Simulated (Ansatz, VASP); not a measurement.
# SrO: VASP beside Ansatz, part 2 of 2

Wanted: the spread between two codes on one cell, functional and k mesh. The cell is taken from a series of runs on this material, whose earlier steps may have relaxed, scaled, displaced or heated it; both programs get it as it stands.

VASP 6.6.1 and Ansatz 0.2.0.

So far: The structure; Ansatz: dielectric response, r2SCAN.

## (3) VASP: dielectric response, r2SCAN

Level of this step: r2SCAN; plane waves and PAW (Sr_sv, O) (VASP).

The same cell, functional and mesh now go to VASP, with its own data sets.

Lines of VASP's logs that name or quote its potential files are left out, and so is its time.

The input, INCAR:

```
SYSTEM = SrO
PREC = Accurate
ENCUT = 580
EDIFF = 1E-08
NELM = 120
ISMEAR = 0
SIGMA = 0.01
LREAL = .FALSE.
ALGO = Normal
METAGGA = R2SCAN
LASPH = .TRUE.
NBANDS = 14
LORBIT = 11
LWAVE = .FALSE.
LCHARG = .FALSE.
ISIF = 2
LCALCEPS = .TRUE.
LPEAD = .TRUE.
GGA_COMPAT = .FALSE.
EFERMI = MIDGAP
LMIXTAU = .TRUE.
KPAR = 2
```

The input, POSCAR:

```
SrO
1.0
    0.0000000000      2.5663000000      2.5663000000
    2.5663000000      0.0000000000      2.5663000000
    2.5663000000      2.5663000000      0.0000000000
Sr O
1 1
Direct
    0.5000000000      0.5000000000      0.5000000000
    0.0000000000      0.0000000000      0.0000000000
```

The input, KPOINTS:

```
Automatic mesh
0
Gamma
8 8 8
0 0 0
```

PAW data sets: Sr_sv and O (PBE family, release 64).

Run with:

```bash
mpirun -np 2 vasp_std
```

Numbers of over 12 decimals in the logs are rounded to 6 here.

Log:

```text
[banner, memory and clock lines left out]
running    2 mpi-ranks, on    1 nodes
 distrk:  each k-point on    1 cores,    2 groups
 distr:  one band on    1 cores,    1 groups

 POSCAR found type information on POSCAR SrO
 POSCAR found :  2 types and       2 ions
|                                                                             |
|               ----> ADVICE to this user running VASP <----                  |
|                                                                             |
|     You enforced a specific xc type in the INCAR file but a different       |
|     [... a line on the potential file left out ...]
|     I HOPE YOU KNOW WHAT YOU ARE DOING!                                     |
|                                                                             |

 LDA part: xc-table for (None), standard interpolation
 POSCAR, INCAR and KPOINTS ok, starting setup
 FFT: planning ... GRIDC
 FFT: planning ... GRID_SOFT
 FFT: planning ... GRID
 WAVECAR not read
 entering main loop
       N       E                     dE             d eps       ncg     rms          rms(c)
DAV:   1     0.497845517523E+02    0.49785E+02   -0.86191E+03   812   0.120E+03
DAV:   2    -0.303338390616E+02   -0.80118E+02   -0.73771E+02  1114   0.243E+02
DAV:   3    -0.346768056099E+02   -0.43430E+01   -0.43203E+01  1298   0.476E+01
DAV:   4    -0.347246872092E+02   -0.47882E-01   -0.47870E-01   944   0.421E+00
DAV:   5    -0.347250925563E+02   -0.40535E-03   -0.40534E-03  1070   0.314E-01    0.162E+01
DAV:   6    -0.268859331414E+02    0.78392E+01   -0.52304E+00  1034   0.183E+01    0.152E+01
DAV:   7    -0.268644802031E+02    0.21453E-01   -0.38358E-01   922   0.636E+00    0.882E+00
DAV:   8    -0.280465822686E+02   -0.11821E+01   -0.48605E-01   842   0.833E+00    0.117E+00
DAV:   9    -0.268139230661E+02    0.12327E+01   -0.32775E-01   842   0.689E+00    0.330E-01
DAV:  10    -0.270518339220E+02   -0.23791E+00   -0.11610E-01   812   0.378E+00    0.201E-01
DAV:  11    -0.270481160537E+02    0.37179E-02   -0.19569E-03  1078   0.529E-01    0.114E-01
DAV:  12    -0.270504649088E+02   -0.23489E-02   -0.78563E-04   860   0.324E-01    0.823E-02
DAV:  13    -0.270527124144E+02   -0.22475E-02   -0.36177E-03   812   0.739E-01    0.681E-02
DAV:  14    -0.270525738514E+02    0.13856E-03   -0.17106E-04   860   0.116E-01    0.971E-02
[...]
DAV:  22    -0.270527665298E+02    0.12273E-05   -0.20282E-07   832   0.491E-03    0.202E-03
DAV:  23    -0.270527668110E+02   -0.28121E-06   -0.11586E-07   812   0.334E-03    0.144E-03
DAV:  24    -0.270527666151E+02    0.19588E-06   -0.86326E-09   604   0.104E-03    0.850E-04
DAV:  25    -0.270527667557E+02   -0.14056E-06   -0.36767E-09   406   0.699E-04    0.226E-04
DAV:  26    -0.270527667042E+02    0.51520E-07   -0.94401E-10   406   0.324E-04    0.179E-04
DAV:  27    -0.270527667324E+02   -0.28209E-07   -0.30592E-10   406   0.197E-04    0.774E-05
DAV:  28    -0.270527667209E+02    0.11491E-07   -0.11604E-10   406   0.115E-04    0.235E-05
DAV:  29    -0.270527667266E+02   -0.56905E-08   -0.32632E-11   406   0.534E-05
       N       E                     dE             d eps       ncg     rms          rms(c)
SDA:   1    -0.270527667268E+02   -0.27053E+02   -0.13206E-11  2100   0.330E-11   0.000E+00
DMP:   2    -0.270527667270E+02   -0.24579E-09   -0.42984E-11  2100   0.101E-10   0.171E-11
 final diagonalization occupied
 p_tot=( -0.257E+02 -0.257E+02 -0.257E+02 )
       N       E                     dE             d eps       ncg     rms          rms(c)
 p_tot=( -0.257E+02 -0.257E+02 -0.257E+02 )
dp_tot=(  0.000E+00  0.000E+00  0.000E+00 )  diag[e(oo)]=(  1.00000    ---      ---   )
SDA:   1    -0.270527667270E+02   -0.23397E-09   -0.16376E-04  2100   0.409E-04   0.000E+00
 p_tot=( -0.257E+02 -0.257E+02 -0.257E+02 )
dp_tot=(  0.164E-02  0.113E-07  0.113E-07 )  diag[e(oo)]=(  1.87666    ---      ---   )
DMP:   2    -0.270527791144E+02   -0.12387E-04   -0.97021E-05  2100   0.133E-04   0.210E-04
 p_tot=( -0.257E+02 -0.257E+02 -0.257E+02 )
dp_tot=(  0.333E-02  0.238E-07  0.238E-07 )  diag[e(oo)]=(  2.78168    ---      ---   )
DMP:   3    -0.270527852591E+02   -0.61447E-05   -0.33500E-05  2100   0.501E-05   0.647E-05
 p_tot=( -0.257E+02 -0.257E+02 -0.257E+02 )
[...]
p_tot=( -0.257E+02 -0.257E+02 -0.257E+02 )
dp_tot=(  0.458E-02  0.373E-07  0.373E-07 )  diag[e(oo)]=(  3.44975    ---      ---   )
DMP:   8    -0.270527901170E+02   -0.14117E-06   -0.12921E-06  2100   0.272E-06   0.988E-07
 p_tot=( -0.257E+02 -0.257E+02 -0.257E+02 )
dp_tot=(  0.460E-02  0.376E-07  0.376E-07 )  diag[e(oo)]=(  3.46242    ---      ---   )
DMP:   9    -0.270527902093E+02   -0.92318E-07   -0.10134E-06  2100   0.181E-06   0.139E-06
 p_tot=( -0.257E+02 -0.257E+02 -0.257E+02 )
dp_tot=(  0.466E-02  0.382E-07  0.382E-07 )  diag[e(oo)]=(  3.49257    ---      ---   )
DMP:  10    -0.270527902852E+02   -0.75876E-07   -0.62715E-07  2100   0.916E-07   0.125E-06
 p_tot=( -0.257E+02 -0.257E+02 -0.257E+02 )
dp_tot=(  0.471E-02  0.387E-07  0.387E-07 )  diag[e(oo)]=(  3.52246    ---      ---   )
DMP:  11    -0.270527903320E+02   -0.46791E-07   -0.37128E-07  2100   0.528E-07   0.771E-07
 p_tot=( -0.257E+02 -0.257E+02 -0.257E+02 )
dp_tot=(  0.474E-02  0.389E-07  0.389E-07 )  diag[e(oo)]=(  3.53940    ---      ---   )
[...]
DMP:   5    -0.270527885005E+02   -0.12525E-05   -0.13646E-05  2100   0.247E-05   0.181E-05
 p_tot=( -0.257E+02 -0.257E+02 -0.257E+02 )
dp_tot=( -0.727E-07  0.467E-02 -0.653E-07 )  diag[e(oo)]=(    ---    3.50244    ---   )
DMP:   6    -0.270527895042E+02   -0.10037E-05   -0.73508E-06  2100   0.100E-05   0.161E-05
 p_tot=( -0.257E+02 -0.257E+02 -0.257E+02 )
dp_tot=( -0.688E-07  0.461E-02 -0.623E-07 )  diag[e(oo)]=(    ---    3.46635    ---   )
DMP:   7    -0.270527899754E+02   -0.47118E-06   -0.24297E-06  2100   0.338E-06   0.518E-06
 p_tot=( -0.257E+02 -0.257E+02 -0.257E+02 )
dp_tot=( -0.663E-07  0.458E-02 -0.604E-07 )  diag[e(oo)]=(    ---    3.44972    ---   )
DMP:   8    -0.270527901165E+02   -0.14118E-06   -0.12921E-06  2100   0.272E-06   0.988E-07
 p_tot=( -0.257E+02 -0.257E+02 -0.257E+02 )
dp_tot=( -0.660E-07  0.460E-02 -0.602E-07 )  diag[e(oo)]=(    ---    3.46239    ---   )
DMP:   9    -0.270527902089E+02   -0.92312E-07   -0.10134E-06  2100   0.181E-06   0.139E-06
 p_tot=( -0.257E+02 -0.257E+02 -0.257E+02 )
dp_tot=( -0.671E-07  0.466E-02 -0.611E-07 )  diag[e(oo)]=(    ---    3.49253    ---   )
DMP:  10    -0.270527902847E+02   -0.75826E-07   -0.62713E-07  2100   0.916E-07   0.125E-06
 p_tot=( -0.257E+02 -0.257E+02 -0.257E+02 )
dp_tot=( -0.685E-07  0.471E-02 -0.621E-07 )  diag[e(oo)]=(    ---    3.52243    ---   )
DMP:  11    -0.270527903316E+02   -0.46870E-07   -0.37127E-07  2100   0.527E-07   0.771E-07
 p_tot=( -0.257E+02 -0.257E+02 -0.257E+02 )
dp_tot=( -0.693E-07  0.474E-02 -0.626E-07 )  diag[e(oo)]=(    ---    3.53936    ---   )
DMP:  12    -0.270527903614E+02   -0.29820E-07   -0.26911E-07  2100   0.381E-07   0.562E-07
 p_tot=( -0.257E+02 -0.257E+02 -0.257E+02 )
dp_tot=( -0.695E-07  0.475E-02 -0.627E-07 )  diag[e(oo)]=(    ---    3.54139    ---   )
DMP:  13    -0.270527903841E+02   -0.22687E-07   -0.18799E-07  2100   0.229E-07   0.464E-07
 p_tot=( -0.257E+02 -0.257E+02 -0.257E+02 )
dp_tot=( -0.695E-07  0.474E-02 -0.626E-07 )  diag[e(oo)]=(    ---    3.53501    ---   )
DMP:  14    -0.270527903997E+02   -0.15667E-07   -0.11319E-07  2100   0.122E-07   0.311E-07
 p_tot=( -0.257E+02 -0.257E+02 -0.257E+02 )
dp_tot=( -0.695E-07  0.472E-02 -0.627E-07 )  diag[e(oo)]=(    ---    3.52804    ---   )
DMP:  15    -0.270527904092E+02   -0.94308E-08   -0.68728E-08  2100   0.740E-08   0.188E-07
 final diagonalization full
 p_tot=( -0.257E+02 -0.257E+02 -0.257E+02 )
dp_tot=( -0.695E-07  0.472E-02 -0.627E-07 )  diag[e(oo)]=(    ---    3.52459    ---   )
       N       E                     dE             d eps       ncg     rms          rms(c)
SDA:   1    -0.270527667261E+02    0.23674E-04   -0.22760E-10  2100   0.569E-10   0.000E+00
DMP:   2    -0.270527667280E+02   -0.18176E-08   -0.44602E-11  2100   0.192E-10  -0.210E-10
 final diagonalization occupied
 p_tot=( -0.257E+02 -0.257E+02 -0.257E+02 )
       N       E                     dE             d eps       ncg     rms          rms(c)
 p_tot=( -0.257E+02 -0.257E+02 -0.257E+02 )
dp_tot=(  0.000E+00  0.000E+00  0.000E+00 )  diag[e(oo)]=(    ---      ---    1.00000 )
SDA:   1    -0.270527667290E+02   -0.28278E-08   -0.16376E-04  2100   0.409E-04   0.000E+00
 p_tot=( -0.257E+02 -0.257E+02 -0.257E+02 )
dp_tot=( -0.364E-07 -0.399E-07  0.164E-02 )  diag[e(oo)]=(    ---      ---    1.87664 )
DMP:   2    -0.270527791160E+02   -0.12387E-04   -0.97016E-05  2100   0.133E-04   0.210E-04
 p_tot=( -0.257E+02 -0.257E+02 -0.257E+02 )
dp_tot=( -0.633E-07 -0.703E-07  0.333E-02 )  diag[e(oo)]=(    ---      ---    2.78164 )
DMP:   3    -0.270527852605E+02   -0.61444E-05   -0.33499E-05  2100   0.501E-05   0.647E-05
 p_tot=( -0.257E+02 -0.257E+02 -0.257E+02 )
dp_tot=( -0.762E-07 -0.851E-07  0.433E-02 )  diag[e(oo)]=(    ---      ---    3.31574 )
DMP:   4    -0.270527872496E+02   -0.19891E-05   -0.17797E-05  2100   0.363E-05   0.157E-05
 p_tot=( -0.257E+02 -0.257E+02 -0.257E+02 )
dp_tot=( -0.794E-07 -0.885E-07  0.467E-02 )  diag[e(oo)]=(    ---      ---    3.49814 )
DMP:   5    -0.270527885020E+02   -0.12524E-05   -0.13646E-05  2100   0.247E-05   0.181E-05
 p_tot=( -0.257E+02 -0.257E+02 -0.257E+02 )
dp_tot=( -0.773E-07 -0.861E-07  0.467E-02 )  diag[e(oo)]=(    ---      ---    3.50243 )
DMP:   6    -0.270527895056E+02   -0.10036E-05   -0.73507E-06  2100   0.100E-05   0.161E-05
 p_tot=( -0.257E+02 -0.257E+02 -0.257E+02 )
dp_tot=( -0.736E-07 -0.821E-07  0.461E-02 )  diag[e(oo)]=(    ---      ---    3.46634 )
DMP:   7    -0.270527899768E+02   -0.47123E-06   -0.24297E-06  2100   0.338E-06   0.518E-06
 p_tot=( -0.257E+02 -0.257E+02 -0.257E+02 )
dp_tot=( -0.711E-07 -0.794E-07  0.458E-02 )  diag[e(oo)]=(    ---      ---    3.44970 )
DMP:   8    -0.270527901180E+02   -0.14119E-06   -0.12920E-06  2100   0.272E-06   0.988E-07
 p_tot=( -0.257E+02 -0.257E+02 -0.257E+02 )
dp_tot=( -0.707E-07 -0.790E-07  0.460E-02 )  diag[e(oo)]=(    ---      ---    3.46237 )
DMP:   9    -0.270527902103E+02   -0.92274E-07   -0.10134E-06  2100   0.181E-06   0.139E-06
 p_tot=( -0.257E+02 -0.257E+02 -0.257E+02 )
dp_tot=( -0.718E-07 -0.801E-07  0.466E-02 )  diag[e(oo)]=(    ---      ---    3.49251 )
DMP:  10    -0.270527902859E+02   -0.75666E-07   -0.62712E-07  2100   0.916E-07   0.125E-06
 p_tot=( -0.257E+02 -0.257E+02 -0.257E+02 )
dp_tot=( -0.730E-07 -0.814E-07  0.471E-02 )  diag[e(oo)]=(    ---      ---    3.52241 )
DMP:  11    -0.270527903329E+02   -0.46939E-07   -0.37127E-07  2100   0.527E-07   0.771E-07
 p_tot=( -0.257E+02 -0.257E+02 -0.257E+02 )
dp_tot=( -0.738E-07 -0.823E-07  0.474E-02 )  diag[e(oo)]=(    ---      ---    3.53934 )
DMP:  12    -0.270527903627E+02   -0.29790E-07   -0.26911E-07  2100   0.381E-07   0.562E-07
 p_tot=( -0.257E+02 -0.257E+02 -0.257E+02 )
dp_tot=( -0.740E-07 -0.825E-07  0.475E-02 )  diag[e(oo)]=(    ---      ---    3.54137 )
DMP:  13    -0.270527903855E+02   -0.22807E-07   -0.18799E-07  2100   0.229E-07   0.464E-07
 p_tot=( -0.257E+02 -0.257E+02 -0.257E+02 )
dp_tot=( -0.740E-07 -0.825E-07  0.474E-02 )  diag[e(oo)]=(    ---      ---    3.53499 )
DMP:  14    -0.270527904011E+02   -0.15611E-07   -0.11319E-07  2100   0.122E-07   0.311E-07
 p_tot=( -0.257E+02 -0.257E+02 -0.257E+02 )
dp_tot=( -0.740E-07 -0.825E-07  0.472E-02 )  diag[e(oo)]=(    ---      ---    3.52803 )
DMP:  15    -0.270527904105E+02   -0.94149E-08   -0.68727E-08  2100   0.740E-08   0.188E-07
 final diagonalization full
 p_tot=( -0.257E+02 -0.257E+02 -0.257E+02 )
dp_tot=( -0.740E-07 -0.825E-07  0.472E-02 )  diag[e(oo)]=(    ---      ---    3.52457 )
   1 F= -.27052790E+02 E0= -.27052790E+02  d E =0.000000E+00
```

OUTCAR, selected parts (step 3):

```text
ion  position               nearest neighbor table
   1  0.500  0.500  0.500-   2 2.57   2 2.57   2 2.57   2 2.57   2 2.57   2 2.57
   2  0.000  0.000  0.000-   1 2.57   1 2.57   1 2.57   1 2.57   1 2.57   1 2.57

  LATTYP: Found a face centered cubic cell.
 ALAT       =     5.1326000000

 Subroutine GETGRP returns: Found 48 space group operations
 (whereof 48 operations were pure point group operations)

The static configuration has the point symmetry O_h .

 Found     29 irreducible k-points:

   k-points           NKPTS =     29   k-points in BZ     NKDIM =     29   number of bands    NBANDS=     14

   dimension x,y,z NGX =    30 NGY =   30 NGZ =   30
   dimension x,y,z NGXF=    60 NGYF=   60 NGZF=   60

   ENCUT  =  580.0 eV  42.63 Ry    6.53 a.u.   7.13  7.13  7.13*2*pi/ulx,y,z

   NELECT =      16.0000    total number of electrons

 k-points in reciprocal lattice and weights: Automatic mesh
   0.00000000  0.00000000  0.00000000       0.002
   0.12500000  0.00000000  0.00000000       0.016
   0.25000000  0.00000000  0.00000000       0.016
   0.37500000  0.00000000  0.00000000       0.016
   0.50000000  0.00000000  0.00000000       0.008
   0.12500000  0.12500000  0.00000000       0.012
   0.25000000  0.12500000  0.00000000       0.047
   0.37500000  0.12500000  0.00000000       0.047
   0.50000000  0.12500000  0.00000000       0.047
[...]
-0.37500000  0.50000000  0.12500000       0.023
  -0.25000000  0.50000000  0.25000000       0.012

 average (electrostatic) potential at core
       1 -40.9744       2 -74.3130

            Ionic dipole moment: p[ion]=(   -25.66300   -25.66300   -25.66300 ) |e| Angst

 Total electronic dipole moment: p[elc]=(     0.00000     0.00000     0.00472 ) |e| Angst

 MACROSCOPIC STATIC DIELECTRIC TENSOR (including local field effects)
 ------------------------------------------------------
           3.524593     0.000000    -0.000000
           0.000000     3.524593    -0.000000
           0.000000    -0.000000     3.524593
 ------------------------------------------------------

 PIEZOELECTRIC TENSOR (including local field effects) (C/m^2)
          XX          YY          ZZ          XY          YZ          ZX
  --------------------------------------------------------------------------------
  x     0.00000     0.00000     0.00000     0.00000     0.00000     0.00000
  y     0.00000     0.00000     0.00000     0.00000     0.00000     0.00000
  z     0.00000     0.00000     0.00000     0.00000     0.00000     0.00000

 BORN EFFECTIVE CHARGES (including local field effects) (in |e|, cummulative output)
 ---------------------------------------------------------------------------------
 ion    1
    1     2.41806     0.00000    -0.00000
    2    -0.00000     2.41806    -0.00000
    3    -0.00000    -0.00000     2.41806
 ion    2
    1    -2.41806    -0.00000     0.00000
    2     0.00000    -2.41806     0.00000
    3    -0.00000     0.00000    -2.41806

  Total        0.4323222      0.4323222      0.4323222      0.0000000      0.0000000     -0.0000000
  in kB       20.4911280     20.4911280     20.4911280      0.0000000      0.0000000     -0.0000000
  external PRESSURE =      20.4911280 kB  Pullay stress =       0.0000000 kB

  energy-cutoff  :      580.00
  volume of cell :       33.80
      direct lattice vectors                 reciprocal lattice vectors
     0.000000000  2.566300000  2.566300000    -0.194833028  0.194833028  0.194833028
     2.566300000  0.000000000  2.566300000     0.194833028 -0.194833028  0.194833028
     2.566300000  2.566300000  0.000000000     0.194833028  0.194833028 -0.194833028

 POSITION                                       TOTAL-FORCE (eV/Angst)
 -----------------------------------------------------------------------------------
      2.56630      2.56630      2.56630        -0.000000     -0.000000     -0.000000
      0.00000      0.00000      0.00000         0.000000      0.000000      0.000000
 -----------------------------------------------------------------------------------
    total drift:                               -0.000000      0.000000      0.000000
```

## (4) Comparison

Known differences besides the potentials themselves: VASP keeps PBE cores, Ansatz makes them for the functional; fixed occupations in Ansatz, narrow Gaussian smearing in VASP; the cutoff is 500 eV in Ansatz and 580 eV in VASP; VASP takes ε∞ from a finite field, Ansatz from linear response. Total energies have different zeros and are not compared.

The two programs side by side:

```
quantity  Ansatz  VASP  difference
   ε∞ xx    3.52  3.52     -0.02 %
   ε∞ yy    3.52  3.52     -0.02 %
   ε∞ zz    3.52  3.52     -0.02 %
```

## (5) Results

```json
{"difference in ε∞ xx (dielectric response, r2SCAN)": "-0.024 %"}
```

In words: The difference in ε∞ xx is -0.024 % (dielectric response, r2SCAN), within the 5 % picked in this series as the mark of a large difference. Such differences can come from data sets, numerical settings and the points named under the comparisons, not from the functional's error against experiment.

[Lines on the potential files, build, host, timing and source positions are cut from VASP's logs without a mark.]

[Logs are printed without paths, hosts, clocks, repeated set-up lines and the standing remarks that a program may print on its own settings, such as how far it seeks lower states.]

[Hosts, paths, dates, database ids (printed as entryN), source tags and the programs' standing remarks are cut or masked in the printed files.]
